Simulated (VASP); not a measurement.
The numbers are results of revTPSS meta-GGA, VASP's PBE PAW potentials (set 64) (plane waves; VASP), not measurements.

The input files of a VASP run:

POSCAR:
```
CdSe
1.0
  2.1798151535  -3.7755503508   0.0000000000
  2.1798151535   3.7755503508   0.0000000000
  0.0000000000   0.0000000000   7.0959429920
Cd Se
2 2
Direct
  0.6666670000   0.3333330000   0.4999901215
  0.3333330000   0.6666670000   0.9999901215
  0.6666670000   0.3333330000   0.8760098785
  0.3333330000   0.6666670000   0.3760098785
```

KPOINTS:
```
Automatic mesh
0
Gamma
7 7 4
0 0 0
```

**INCAR**
```
! general
SYSTEM  = CdSe
PREC    = Accurate
ENCUT   = 520   ! plane-wave cut-off (eV)
LREAL   = F
LASPH   = T   ! aspherical one-centre terms

! electronic loop
EDIFF   = 1E-7
NELM    = 100   ! most electronic steps
ALGO    = Normal   ! blocked Davidson
LMAXMIX = 4
LMIXTAU = T

! smearing
ISMEAR  = -5   ! tetrahedra, Bloechl

! functional
METAGGA = RTPSS

! ions
ISIF    = 2   ! forces and stress, cell fixed

! output
LWAVE   = F
LCHARG  = F
LORBIT  = 11   ! lm-projected
NEDOS   = 601

! other
LEFG    = T
```

File KPOINTS_OPT:
```
k-points along high-symmetry lines
6
Line-mode
Reciprocal
  0.000000   0.000000   0.000000 ! GAMMA
  0.000000   0.500000   0.000000 ! M

  0.000000   0.500000   0.000000 ! M
 -0.333333   0.666667   0.000000 ! K

 -0.333333   0.666667   0.000000 ! K
  0.000000   0.000000   0.000000 ! GAMMA

  0.000000   0.000000   0.000000 ! GAMMA
  0.000000   0.000000   0.500000 ! A

  0.000000   0.000000   0.500000 ! A
  0.000000   0.500000   0.500000 ! L

  0.000000   0.500000   0.500000 ! L
 -0.333333   0.666667   0.500000 ! H

 -0.333333   0.666667   0.500000 ! H
  0.000000   0.000000   0.500000 ! A

  0.000000   0.500000   0.500000 ! L
  0.000000   0.500000   0.000000 ! M

 -0.333333   0.666667   0.500000 ! H
 -0.333333   0.666667   0.000000 ! K
```

POTCAR, in this order: Cd Se (PBE.64 set). Program: vasp_std.

Output

**OUTCAR**
```
 ion  position               nearest neighbor table
   1  0.667  0.333  0.500-   4 2.67   4 2.67   4 2.67   3 2.67
   2  0.333  0.667  1.000-   3 2.67   3 2.67   3 2.67   4 2.67
   3  0.667  0.333  0.876-   2 2.67   2 2.67   2 2.67   1 2.67
   4  0.333  0.667  0.376-   1 2.67   1 2.67   1 2.67   2 2.67
  LATTYP: Found a hexagonal cell.
 ALAT       =     4.3596300938
 C/A-ratio  =     1.6276479516
 Subroutine PRICEL returns:
 Original cell was already a primitive cell.
 Subroutine GETGRP returns: Found 12 space group operations
The static configuration has the point symmetry C_3v.
 The point group associated with its full space group is C_6v.
The dynamic configuration has the point symmetry C_3v.
 Subroutine INISYM returns: Found 12 space group operations
 Subroutine IBZKPT returns following result:
 Found     24 irreducible k-points:

 Following reciprocal coordinates:
            Coordinates               Weight
  0.000000  0.000000  0.000000      1.000000
  0.142857 -0.000000  0.000000      6.000000
  0.285714 -0.000000  0.000000      6.000000
  0.428571  0.000000  0.000000      6.000000
  0.142857  0.142857  0.000000      6.000000
  0.285714  0.142857  0.000000     12.000000
  0.428571  0.142857  0.000000      6.000000
  0.285714  0.285714  0.000000      6.000000
  0.000000  0.000000  0.250000      2.000000
  0.142857 -0.000000  0.250000     12.000000
  0.285714 -0.000000  0.250000     12.000000
  0.428571  0.000000  0.250000     12.000000
  0.142857  0.142857  0.250000     12.000000
  0.285714  0.142857  0.250000     24.000000
  0.428571  0.142857  0.250000     12.000000
  0.285714  0.285714  0.250000     12.000000
  0.000000  0.000000  0.500000      1.000000
  0.142857 -0.000000  0.500000      6.000000
  0.285714 -0.000000  0.500000      6.000000
  0.428571  0.000000  0.500000      6.000000
...
```

**OSZICAR**
```
       N       E                     dE             d eps       ncg     rms          rms(c)
DAV:   1     0.275488882707E+03    0.27549E+03   -0.17213E+04  1056   0.147E+03
DAV:   2     0.394487619205E+02   -0.23604E+03   -0.23154E+03  1182   0.349E+02
DAV:   3     0.270559956982E+02   -0.12393E+02   -0.12356E+02  1278   0.800E+01
DAV:   4     0.269517980062E+02   -0.10420E+00   -0.10416E+00  1152   0.729E+00
DAV:   5     0.269509311497E+02   -0.86686E-03   -0.86682E-03  1290   0.616E-01    0.928E+00
DAV:   6     0.338235210585E+02    0.68726E+01   -0.82178E+00  1068   0.411E+01    0.757E+00
DAV:   7     0.373189563159E+02    0.34954E+01   -0.22066E+00  1134   0.148E+01    0.613E+00
DAV:   8     0.324902931973E+02   -0.48287E+01   -0.12311E+01  1086   0.338E+01    0.842E+00
DAV:   9     0.373999912745E+02    0.49097E+01   -0.81139E+00  1056   0.303E+01    0.102E+00
DAV:  10     0.372675711218E+02   -0.13242E+00   -0.20265E-01  1236   0.416E+00    0.117E+00
DAV:  11     0.373068029029E+02    0.39232E-01   -0.74880E-03  1082   0.944E-01    0.715E-01
DAV:  12     0.373704965167E+02    0.63694E-01   -0.10914E-01  1056   0.346E+00    0.444E-01
DAV:  13     0.372156685970E+02   -0.15483E+00   -0.53894E-02  1056   0.228E+00    0.278E-01
DAV:  14     0.372118107417E+02   -0.38579E-02   -0.11089E-03  1218   0.326E-01    0.155E-01
DAV:  15     0.372130655276E+02    0.12548E-02   -0.10753E-03  1056   0.305E-01    0.224E-01
DAV:  16     0.372104424998E+02   -0.26230E-02   -0.51266E-04  1194   0.240E-01    0.173E-01
DAV:  17     0.372098964744E+02   -0.54603E-03   -0.34245E-04  1056   0.175E-01    0.518E-02
DAV:  18     0.372098864611E+02   -0.10013E-04   -0.44424E-05  1218   0.633E-02    0.142E-02
DAV:  19     0.372099027051E+02    0.16244E-04   -0.23552E-05  1068   0.487E-02    0.189E-02
DAV:  20     0.372098449662E+02   -0.57739E-04   -0.57385E-05  1056   0.616E-02    0.345E-02
DAV:  21     0.372098452333E+02    0.26717E-06   -0.99313E-07  1302   0.820E-03    0.279E-02
DAV:  22     0.372098464548E+02    0.12215E-05   -0.71570E-07  1074   0.748E-03    0.109E-02
DAV:  23     0.372098442663E+02   -0.21885E-05   -0.11095E-06  1056   0.101E-02    0.122E-03
DAV:  24     0.372098441685E+02   -0.97768E-07   -0.16852E-07   768   0.515E-03
   1 F= 0.37209844E+02 E0= 0.37209844E+02  d E =0.000000E+00
       N       E                     dE             ncg
       N       E                     dE             ncg
       N       E                     dE             ncg
```

OUTCAR:
```
------------------------ aborting loop because EDIFF is reached ----------------------------------------
  FORCE on cell =-STRESS in cart. coord.  units (eV):
  Direction    XX          YY          ZZ          XY          YZ          ZX
  --------------------------------------------------------------------------------------
  Total       -0.0249262     -0.0249262     -0.0005444      0.0000000      0.0000000      0.0000000
  in kB       -0.3419219     -0.3419219     -0.0074673      0.0000000      0.0000000      0.0000000
  external PRESSURE =      -0.2304370 kB  Pullay stress =       0.0000000 kB
  volume of cell :      116.80
      direct lattice vectors                 reciprocal lattice vectors
     2.179815153 -3.775550351  0.000000000     0.229377248 -0.132431024  0.000000000
     2.179815153  3.775550351  0.000000000     0.229377248  0.132431024  0.000000000
     0.000000000  0.000000000  7.095942992     0.000000000  0.000000000  0.140925597
  FREE ENERGIE OF THE ION-ELECTRON SYSTEM (eV)
  ---------------------------------------------------
  free  energy   TOTEN  =        37.2098441685 eV

  energy  without entropy=       37.2098441685  energy(sigma->0) =       37.20984417

 total charge

# of ion       s       p       d       tot
------------------------------------------
    1        0.421   0.285   9.536  10.243
    2        0.421   0.285   9.536  10.243
    3        1.433   2.402   0.019   3.854
    4        1.433   2.402   0.019   3.854
--------------------------------------------------
tot          3.709   5.374  19.111  28.194

 Electric field gradients after diagonalization (V/A^2)
 (convention: |V_zz| > |V_xx| > |V_yy|)
----------------------------------------------------------------------
 ion       V_xx      V_yy      V_zz     asymmetry (V_yy - V_xx)/ V_zz
----------------------------------------------------------------------
   1      -0.685    -0.683     1.368       0.001
   2      -0.685    -0.683     1.368       0.001
   3      -0.680    -0.680     1.360       0.001
   4      -0.680    -0.680     1.360       0.001
```
(Selected blocks of OUTCAR.)

The compound is CdSe in the wurtzite structure. It was relaxed first.
